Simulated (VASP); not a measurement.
# Quasiparticle energies of InP in VASP, part 3 of 4

How does the gap of InP change from the starting functional to GW? The cell is of the zinc-blende type, one of the forms listed for this formula, which need not be the common one. The start is a cell from a database of measured crystal structures.

VASP 6.6.1, plane waves and PAW; the level of theory is named at each step.

So far, quasiparticle gap on the mesh (eV): step 4 (G0W0, bands in the sums 56) 1.45; step 6 (G0W0, bands in the sums 72) 1.43.

The database entry behind the starting cell differs from later determinations by our own check (0.1 to 0.3 % short, probably kX units), so it need not match the best structure at ambient conditions.

### 8. G0W0, bands in the sums 104

This step: G0W0 on r2SCAN; plane waves and PAW (In_d_GW, P_GW) (VASP 6.6.1).

The sums now run over 104 bands at the same response cutoff.

Input file INCAR:

```
SYSTEM = InP
PREC = Accurate
ENCUT = 300
ISMEAR = 0
SIGMA = 0.01
LREAL = .FALSE.
METAGGA = R2SCAN
LASPH = .TRUE.
NBANDS = 104
ALGO = EVGW0
NELMGW = 1
ENCUTGW = 200
NOMEGA = 64
PRECFOCK = Fast
NBANDSGW = 24
LWAVE = .FALSE.
LCHARG = .FALSE.
```

Input file POSCAR:

```
InP
1.0
    0.0000000000      2.9305000000      2.9305000000
    2.9305000000      0.0000000000      2.9305000000
    2.9305000000      2.9305000000      0.0000000000
In P
1 1
Direct
    0.0000000000      0.0000000000      0.0000000000
    0.7500000000      0.7500000000      0.7500000000
```

Input file KPOINTS:

```
Automatic mesh
0
Gamma
4 4 4
0 0 0
```

The projector-augmented-wave data sets are In_d_GW and P_GW (PBE family, release 64).

On the command line:

```sh
$ mpirun -np 8 vasp_std
```

Log:

```text
[banner, memory and clock lines left out]
running    8 mpi-ranks, on    1 nodes
[...]
[... a notice as in an earlier step ...]

 [... a notice as in an earlier step ...]

 [... a notice as in an earlier step ...]

 LDA part: xc-table for (None), standard interpolation
 found WAVECAR, reading the header
 POSCAR, INCAR and KPOINTS ok, starting setup
[...]
reading WAVECAR
 the WAVECAR file was read successfully
 initial charge from wavefunction
 available memory per node:     91.38 GB, setting MAXMEM to     93568

 The Fermi energy was updated, please check that it is located mid-gap
 values below the HOMO (VB) or above the LUMO (CB) will cause erroneous energies
 E-fermi :   4.3424

 calculate exact exchange contribution
 the WAVEDER file was read successfully
energies w=
    0.000    0.000    0.421    0.000    0.841    0.000    1.259    0.000
    1.674    0.000    2.086    0.000    2.493    0.000    2.896    0.000
    3.294    0.000    3.687    0.000    4.074    0.000    4.455    0.000
[...]
total number of BLAS operations        578.76 Gflops
NQ=   4    0.2500    0.2500    0.0000,
|.........|.........|.........|.........|.........|.........|.........|.........
 performed        976000 updates of chi_q(r,r)
 total number of BLAS operations        802.49 Gflops
NQ=   5    0.5000    0.2500    0.0000,
|.........|.........|.........|.........|.........|.........|.........|.........
 performed       1374000 updates of chi_q(r,r)
 total number of BLAS operations       1125.26 Gflops
NQ=   6   -0.2500    0.2500    0.0000,
|.........|.........|.........|.........|.........|.........|.........|.........
 performed       1733000 updates of chi_q(r,r)
 total number of BLAS operations       1432.40 Gflops
NQ=   7    0.5000    0.5000    0.0000,
|.........|.........|.........|.........|.........|.........|.........|.........
 performed       1952000 updates of chi_q(r,r)
 total number of BLAS operations       1618.82 Gflops
NQ=   8   -0.2500    0.5000    0.2500,
|.........|.........|.........|.........|.........|.........|.........|.........
 performed       2231000 updates of chi_q(r,r)
 total number of BLAS operations       1859.09 Gflops
 resolving degeneracies of screened two electron integrals

 calculate QP shifts <psi_nk| G(iteration)W_0 |psi_nk>: iteration 1
 entering main loop
```

Run time: 98 s. Hardware: 8 MPI ranks of AMD EPYC 7R43, shared host; peak memory 2.1 GiB.

From OUTCAR (step 8):

```text
 QP shifts <psi_nk| G(iteration)W_0 |psi_nk>: iteration 1
 for sc-GW calculations column KS-energies equals QP-energies in previous step
 and V_xc(KS)=  KS-energies - (<T + V_ion + V_H > + <T+V_H+V_ion>^1  + <V_x>^1)
 k-point   1 :       0.0000    0.0000    0.0000
  band No.  KS-energies  QP-energies   sigma(KS)   V_xc(KS)     V^pw_x(r,r')   Z            occupation Imag(sigma)
    ...
      6      -8.2336      -8.2278     -11.9504     -11.9597     -18.2612       0.6192       2.0000       0.8533
      7       3.7740       3.4938     -12.8025     -12.4356     -14.1540       0.7636       2.0000       0.0480
      8       3.7740       3.4938     -12.8025     -12.4356     -14.1540       0.7636       2.0000       0.0480
      9       3.7740       3.4938     -12.8025     -12.4356     -14.1540       0.7636       2.0000       0.0480
     10       4.9107       4.9318     -10.5093     -10.5366      -6.5961       0.7729       0.0000      -0.0400
     11       8.1794       8.3355      -9.6157      -9.8197      -5.4387       0.7652       0.0000      -0.0575
     12       8.1794       8.3355      -9.6157      -9.8197      -5.4387       0.7652       0.0000      -0.0575
     13       8.1794       8.3355      -9.6157      -9.8197      -5.4387       0.7652       0.0000      -0.0575
    ...

[... 1 part as in an earlier step ...]

[... 2 further parts left out ...]
[key lines of the parts left out:]
E-fermi :   4.3424
```

The gap is now 1.438 eV, +8 meV against the GW run before. Spin-orbit coupling is left out.

### 9. Empty bands

This step: r2SCAN; plane waves and PAW (In_d_GW, P_GW) (VASP 6.6.1).

The empty bands are made again, for the run that follows.

Input file INCAR:

```
SYSTEM = InP
PREC = Accurate
ENCUT = 300
ISMEAR = 0
SIGMA = 0.01
LREAL = .FALSE.
METAGGA = R2SCAN
LASPH = .TRUE.
NBANDS = 136
ALGO = Exact
NELM = 1
LWAVE = .TRUE.
LCHARG = .FALSE.
LOPTICS = .TRUE.
NEDOS = 1000
CSHIFT = 0.1
```

POSCAR is that of step 8.

KPOINTS is that of step 8.

On the command line:

```sh
$ mpirun -np 8 vasp_std
```

Log:

```text
[banner, memory and clock lines left out]
running    8 mpi-ranks, on    1 nodes
[...]
[... a notice as in an earlier step ...]

 [... a notice as in an earlier step ...]

 LDA part: xc-table for (None), standard interpolation
 found WAVECAR, reading the header
  number of bands has changed, file:    15 present:   136
  trying to continue reading WAVECAR, but it might fail
 POSCAR, INCAR and KPOINTS ok, starting setup
[...]
reading WAVECAR
 random initialization beyond band           15
 the WAVECAR file was read successfully
 initial charge from wavefunction
 entering main loop
       N       E                     dE             d eps       ncg     rms          rms(c)
DIA:   1    -0.321386857462E+02   -0.32139E+02    0.00000E+00     0   0.000E+00
   1 F= -.32138686E+02 E0= -.32138686E+02  d E =-.324342E-42
 writing wavefunctions
 optical routines
 imaginary and real dielectric function
 direction            1
 direction            2
 direction            3
```

Wall time 15 s (8 MPI ranks); peak memory 0.74 GiB.

From OUTCAR (step 9):

```text
  Total        0.4734925      0.4734925      0.4734925     -0.0000000      0.0000000     -0.0000000
  in kB       15.0719192     15.0719192     15.0719192     -0.0000000      0.0000000     -0.0000000
  external PRESSURE =      15.0719192 kB  Pullay stress =       0.0000000 kB

 POSITION                                       TOTAL-FORCE (eV/Angst)
 -----------------------------------------------------------------------------------
      0.00000      0.00000      0.00000         0.000000     -0.000000     -0.000000
      4.39575      4.39575      4.39575        -0.000000      0.000000      0.000000
 -----------------------------------------------------------------------------------
    total drift:                               -0.000034     -0.000034     -0.000034

  FREE ENERGIE OF THE ION-ELECTRON SYSTEM (eV)
  ---------------------------------------------------
  free  energy   TOTEN  =       -32.1386857462 eV

  energy  without entropy=      -32.1386857462  energy(sigma->0) =      -32.13868575

[... 1 part as in an earlier step ...]

[... 2 further parts left out ...]
[key lines of the parts left out:]
E-fermi :   3.8687
```

WAVECAR now holds 136 bands for 18 electrons.

### 10. G0W0, bands in the sums 136

This step: G0W0 on r2SCAN; plane waves and PAW (In_d_GW, P_GW) (VASP 6.6.1).

The sums now run over 136 bands at the same response cutoff.

Input file INCAR:

```
SYSTEM = InP
PREC = Accurate
ENCUT = 300
ISMEAR = 0
SIGMA = 0.01
LREAL = .FALSE.
METAGGA = R2SCAN
LASPH = .TRUE.
NBANDS = 136
ALGO = EVGW0
NELMGW = 1
ENCUTGW = 200
NOMEGA = 64
PRECFOCK = Fast
NBANDSGW = 24
LWAVE = .FALSE.
LCHARG = .FALSE.
```

POSCAR is that of step 9.

KPOINTS is that of step 9.

On the command line:

```sh
$ mpirun -np 8 vasp_std
```

Log:

```text
[banner, memory and clock lines left out]
running    8 mpi-ranks, on    1 nodes
[...]
[... a notice as in an earlier step ...]

 [... a notice as in an earlier step ...]

 [... a notice as in an earlier step ...]

 LDA part: xc-table for (None), standard interpolation
 found WAVECAR, reading the header
 POSCAR, INCAR and KPOINTS ok, starting setup
[...]
reading WAVECAR
 the WAVECAR file was read successfully
 initial charge from wavefunction
 available memory per node:     91.58 GB, setting MAXMEM to     93773

 The Fermi energy was updated, please check that it is located mid-gap
 values below the HOMO (VB) or above the LUMO (CB) will cause erroneous energies
 E-fermi :   4.3424

 calculate exact exchange contribution
 the WAVEDER file was read successfully
energies w=
    0.000    0.000    0.421    0.000    0.842    0.000    1.260    0.000
    1.676    0.000    2.088    0.000    2.496    0.000    2.899    0.000
    3.297    0.000    3.690    0.000    4.078    0.000    4.460    0.000
[...]
total number of BLAS operations        764.96 Gflops
NQ=   4    0.2500    0.2500    0.0000,
|.........|.........|.........|.........|.........|.........|.........|.........
 performed       1289000 updates of chi_q(r,r)
 total number of BLAS operations       1060.01 Gflops
NQ=   5    0.5000    0.2500    0.0000,
|.........|.........|.........|.........|.........|.........|.........|.........
 performed       1813000 updates of chi_q(r,r)
 total number of BLAS operations       1484.67 Gflops
NQ=   6   -0.2500    0.2500    0.0000,
|.........|.........|.........|.........|.........|.........|.........|.........
 performed       2285000 updates of chi_q(r,r)
 total number of BLAS operations       1889.04 Gflops
NQ=   7    0.5000    0.5000    0.0000,
|.........|.........|.........|.........|.........|.........|.........|.........
 performed       2574000 updates of chi_q(r,r)
 total number of BLAS operations       2135.53 Gflops
NQ=   8   -0.2500    0.5000    0.2500,
|.........|.........|.........|.........|.........|.........|.........|.........
 performed       2942000 updates of chi_q(r,r)
 total number of BLAS operations       2452.48 Gflops
 resolving degeneracies of screened two electron integrals

 calculate QP shifts <psi_nk| G(iteration)W_0 |psi_nk>: iteration 1
 entering main loop
```

Run time: 2.1 min. Hardware: 8 MPI ranks; peak memory 2 GiB; 17 min of CPU time.

From OUTCAR (step 10):

```text
 QP shifts <psi_nk| G(iteration)W_0 |psi_nk>: iteration 1
 for sc-GW calculations column KS-energies equals QP-energies in previous step
 and V_xc(KS)=  KS-energies - (<T + V_ion + V_H > + <T+V_H+V_ion>^1  + <V_x>^1)
 k-point   1 :       0.0000    0.0000    0.0000
  band No.  KS-energies  QP-energies   sigma(KS)   V_xc(KS)     V^pw_x(r,r')   Z            occupation Imag(sigma)
    ...
      6      -8.2336      -8.2671     -12.0138     -11.9597     -18.2612       0.6183       2.0000       0.8481
      7       3.7740       3.4250     -12.8933     -12.4356     -14.1540       0.7625       2.0000       0.0455
      8       3.7740       3.4250     -12.8933     -12.4356     -14.1540       0.7625       2.0000       0.0455
      9       3.7740       3.4250     -12.8933     -12.4356     -14.1540       0.7625       2.0000       0.0455
     10       4.9107       4.8754     -10.5823     -10.5366      -6.5961       0.7730       0.0000      -0.0448
     11       8.1794       8.2736      -9.6965      -9.8197      -5.4387       0.7647       0.0000      -0.0601
     12       8.1794       8.2736      -9.6965      -9.8197      -5.4387       0.7647       0.0000      -0.0601
     13       8.1794       8.2736      -9.6965      -9.8197      -5.4387       0.7647       0.0000      -0.0601
    ...

[... 1 part as in an earlier step ...]

[... 2 further parts left out ...]
[key lines of the parts left out:]
E-fermi :   4.3424
```

The gap is now 1.450 eV, +12 meV against the GW run before. Spin-orbit coupling is left out.

### 11. Empty bands

This step: r2SCAN; plane waves and PAW (In_d_GW, P_GW) (VASP 6.6.1).

The empty bands are made again, for the run that follows.

Input file INCAR:

```
SYSTEM = InP
PREC = Accurate
ENCUT = 300
ISMEAR = 0
SIGMA = 0.01
LREAL = .FALSE.
METAGGA = R2SCAN
LASPH = .TRUE.
NBANDS = 176
ALGO = Exact
NELM = 1
LWAVE = .TRUE.
LCHARG = .FALSE.
LOPTICS = .TRUE.
NEDOS = 1000
CSHIFT = 0.1
```

POSCAR is that of step 10.

KPOINTS is that of step 10.

On the command line:

```sh
$ mpirun -np 8 vasp_std
```

Log:

```text
[banner, memory and clock lines left out]
running    8 mpi-ranks, on    1 nodes
[...]
[... a notice as in an earlier step ...]

 [... a notice as in an earlier step ...]

 LDA part: xc-table for (None), standard interpolation
 found WAVECAR, reading the header
  number of bands has changed, file:    15 present:   176
  trying to continue reading WAVECAR, but it might fail
 POSCAR, INCAR and KPOINTS ok, starting setup
[...]
reading WAVECAR
 random initialization beyond band           15
 the WAVECAR file was read successfully
 initial charge from wavefunction
 entering main loop
       N       E                     dE             d eps       ncg     rms          rms(c)
DIA:   1    -0.321386857465E+02   -0.32139E+02    0.00000E+00     0   0.000E+00
   1 F= -.32138686E+02 E0= -.32138686E+02  d E =-.998623E-14
 writing wavefunctions
 optical routines
 imaginary and real dielectric function
 direction            1
 direction            2
 direction            3
```

Run time: 16 s. Hardware: 8 MPI ranks; peak memory 0.77 GiB; 2 min of CPU time.

OUTCAR, selected parts (step 11):

```text
  Total        0.4734925      0.4734925      0.4734925     -0.0000000     -0.0000000      0.0000000
  in kB       15.0719192     15.0719192     15.0719192     -0.0000000     -0.0000000      0.0000000
  external PRESSURE =      15.0719192 kB  Pullay stress =       0.0000000 kB

  FREE ENERGIE OF THE ION-ELECTRON SYSTEM (eV)
  ---------------------------------------------------
  free  energy   TOTEN  =       -32.1386857465 eV

  energy  without entropy=      -32.1386857465  energy(sigma->0) =      -32.13868575

[... 2 parts as in an earlier step ...]

[... 2 further parts left out ...]
[key lines of the parts left out:]
E-fermi :   3.8230
```

WAVECAR now holds 176 bands for 18 electrons.

### 12. G0W0, bands in the sums 176

This step: G0W0 on r2SCAN; plane waves and PAW (In_d_GW, P_GW) (VASP 6.6.1).

The sums now run over 176 bands at the same response cutoff.

Input file INCAR:

```
SYSTEM = InP
PREC = Accurate
ENCUT = 300
ISMEAR = 0
SIGMA = 0.01
LREAL = .FALSE.
METAGGA = R2SCAN
LASPH = .TRUE.
NBANDS = 176
ALGO = EVGW0
NELMGW = 1
ENCUTGW = 200
NOMEGA = 64
PRECFOCK = Fast
NBANDSGW = 24
LWAVE = .FALSE.
LCHARG = .FALSE.
```

POSCAR is that of step 11.

KPOINTS is that of step 11.

On the command line:

```sh
$ mpirun -np 8 vasp_std
```

Log:

```text
[banner, memory and clock lines left out]
running    8 mpi-ranks, on    1 nodes
[...]
[... a notice as in an earlier step ...]

 [... a notice as in an earlier step ...]

 [... a notice as in an earlier step ...]

 LDA part: xc-table for (None), standard interpolation
 found WAVECAR, reading the header
 POSCAR, INCAR and KPOINTS ok, starting setup
[...]
reading WAVECAR
 the WAVECAR file was read successfully
 initial charge from wavefunction
 available memory per node:     91.81 GB, setting MAXMEM to     94016

 The Fermi energy was updated, please check that it is located mid-gap
 values below the HOMO (VB) or above the LUMO (CB) will cause erroneous energies
 E-fermi :   4.3424

 calculate exact exchange contribution
 the WAVEDER file was read successfully
energies w=
    0.000    0.000    0.422    0.000    0.843    0.000    1.262    0.000
    1.679    0.000    2.092    0.000    2.500    0.000    2.904    0.000
    3.303    0.000    3.697    0.000    4.085    0.000    4.467    0.000
[...]
total number of BLAS operations        997.72 Gflops
NQ=   4    0.2500    0.2500    0.0000,
|.........|.........|.........|.........|.........|.........|.........|.........
 performed       1679000 updates of chi_q(r,r)
 total number of BLAS operations       1381.90 Gflops
NQ=   5    0.5000    0.2500    0.0000,
|.........|.........|.........|.........|.........|.........|.........|.........
 performed       2361000 updates of chi_q(r,r)
 total number of BLAS operations       1933.93 Gflops
NQ=   6   -0.2500    0.2500    0.0000,
|.........|.........|.........|.........|.........|.........|.........|.........
 performed       2975000 updates of chi_q(r,r)
 total number of BLAS operations       2459.84 Gflops
NQ=   7    0.5000    0.5000    0.0000,
|.........|.........|.........|.........|.........|.........|.........|.........
 performed       3353000 updates of chi_q(r,r)
 total number of BLAS operations       2781.42 Gflops
NQ=   8   -0.2500    0.5000    0.2500,
|.........|.........|.........|.........|.........|.........|.........|.........
 performed       3832000 updates of chi_q(r,r)
 total number of BLAS operations       3194.21 Gflops
 resolving degeneracies of screened two electron integrals

 calculate QP shifts <psi_nk| G(iteration)W_0 |psi_nk>: iteration 1
 entering main loop
```

Wall time 2.5 min (8 MPI ranks); peak memory 2.1 GiB; 19 min of CPU time.

From OUTCAR (step 12):

```text
 QP shifts <psi_nk| G(iteration)W_0 |psi_nk>: iteration 1
 for sc-GW calculations column KS-energies equals QP-energies in previous step
 and V_xc(KS)=  KS-energies - (<T + V_ion + V_H > + <T+V_H+V_ion>^1  + <V_x>^1)
 k-point   1 :       0.0000    0.0000    0.0000
  band No.  KS-energies  QP-energies   sigma(KS)   V_xc(KS)     V^pw_x(r,r')   Z            occupation Imag(sigma)
    ...
      6      -8.2336      -8.3018     -12.0698     -11.9597     -18.2612       0.6197       2.0000       0.8226
      7       3.7740       3.3729     -12.9619     -12.4356     -14.1540       0.7621       2.0000       0.0549
      8       3.7740       3.3729     -12.9619     -12.4356     -14.1540       0.7621       2.0000       0.0549
      9       3.7740       3.3729     -12.9619     -12.4356     -14.1540       0.7621       2.0000       0.0549
     10       4.9107       4.8292     -10.6420     -10.5366      -6.5961       0.7730       0.0000      -0.0291
     11       8.1794       8.2306      -9.7527      -9.8197      -5.4387       0.7636       0.0000      -0.0436
     12       8.1794       8.2306      -9.7527      -9.8197      -5.4387       0.7636       0.0000      -0.0436
     13       8.1794       8.2306      -9.7527      -9.8197      -5.4387       0.7636       0.0000      -0.0436
    ...

[... 1 part as in an earlier step ...]

[... 2 further parts left out ...]
[key lines of the parts left out:]
E-fermi :   4.3424
```

The gap is now 1.456 eV, +6 meV against the GW run before. Spin-orbit coupling is left out.

### 13. Empty bands

This step: r2SCAN; plane waves and PAW (In_d_GW, P_GW) (VASP 6.6.1).

The empty bands are made again, for the run that follows.

Input file INCAR:

```
SYSTEM = InP
PREC = Accurate
ENCUT = 300
ISMEAR = 0
SIGMA = 0.01
LREAL = .FALSE.
METAGGA = R2SCAN
LASPH = .TRUE.
NBANDS = 216
ALGO = Exact
NELM = 1
LWAVE = .TRUE.
LCHARG = .FALSE.
LOPTICS = .TRUE.
NEDOS = 1000
CSHIFT = 0.1
```

POSCAR is that of step 12.

KPOINTS is that of step 12.

On the command line:

```sh
$ mpirun -np 8 vasp_std
```

Log:

```text
[banner, memory and clock lines left out]
running    8 mpi-ranks, on    1 nodes
[...]
[... a notice as in an earlier step ...]

 [... a notice as in an earlier step ...]

 LDA part: xc-table for (None), standard interpolation
 found WAVECAR, reading the header
  number of bands has changed, file:    15 present:   216
  trying to continue reading WAVECAR, but it might fail
 POSCAR, INCAR and KPOINTS ok, starting setup
[...]
reading WAVECAR
 random initialization beyond band           15
 the WAVECAR file was read successfully
 initial charge from wavefunction
 entering main loop
       N       E                     dE             d eps       ncg     rms          rms(c)
[... 1 cycle as in an earlier step ...]
   1 F= -.32138686E+02 E0= -.32138686E+02  d E =-.131075E-59
 writing wavefunctions
 optical routines
 imaginary and real dielectric function
 direction            1
 direction            2
 direction            3
```

The job ended after 15 s (8 MPI ranks; peak memory 0.72 GiB; 1.9 min of CPU time).

OUTCAR, selected parts (step 13):

```text
  Total        0.4734926      0.4734926      0.4734926      0.0000000      0.0000000     -0.0000000
  in kB       15.0719194     15.0719194     15.0719194      0.0000000      0.0000000     -0.0000000
  external PRESSURE =      15.0719194 kB  Pullay stress =       0.0000000 kB

[... 4 parts as in an earlier step ...]

[... 2 further parts left out ...]
[key lines of the parts left out:]
E-fermi :   3.8879
```

WAVECAR now holds 216 bands for 18 electrons.

[end of part 3 of 4]

[Lines on the potential files, build, host, timing and source positions are cut from VASP's logs without a mark.]

[Logs are printed without paths, hosts, clocks, repeated set-up lines and the standing remarks that a program may print on its own settings, such as how far it seeks lower states.]

[Hosts, paths, dates, database ids (printed as entryN), source tags and the programs' standing remarks are cut or masked in the printed files.]

[Pressures printed for these runs are not shown converged in the cutoff: they can be off by several GPa and have the wrong sign.]

[In band tables of VASP the shares of atoms and orbitals are scaled to a sum of 1 inside the atoms' spheres.]
